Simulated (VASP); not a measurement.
Input:

```
VN
1.0
    0.00000     2.04104     2.04104
    2.04104     0.00000     2.04104
    2.04104     2.04104     0.00000
V N
1 1
Direct
  0.00000   0.00000   0.00000
  0.50000   0.50000   0.50000
```

Method: PBE GGA with D3 dispersion (Becke-Johnson damping), VASP's PBE PAW potentials (set 64) (plane waves; VASP). Run with 520 eV cut-off, Gaussian smearing of 0.050 eV, potentials V_sv N.

Q: Give the energies of bands 6 to 12 at the high-symmetry points, in eV from the Fermi level.

A: 
```tsv
band	Γ	X	U	L	W
6	-2.27	-6.76	-6.66	-9.10	-6.34
7	-2.27	-3.96	-6.62	-6.26	-6.34
8	-2.27	-3.71	-5.15	-6.26	-6.11
9	-1.58	-3.71	-1.20	0.64	0.16
10	-1.58	0.55	0.91	0.64	0.16
11	-1.58	1.29	1.38	1.55	1.29
12	-0.47	1.29	2.81	5.21	2.31
```

It has no gap at this level: it comes out as a metal or semimetal.

The compound is VN in the rock salt structure, which distorts at low temperature. It was relaxed first. The run is not spin-polarised, so no magnetic state was tried. VASP warned that the highest band is occupied, so more bands are needed.
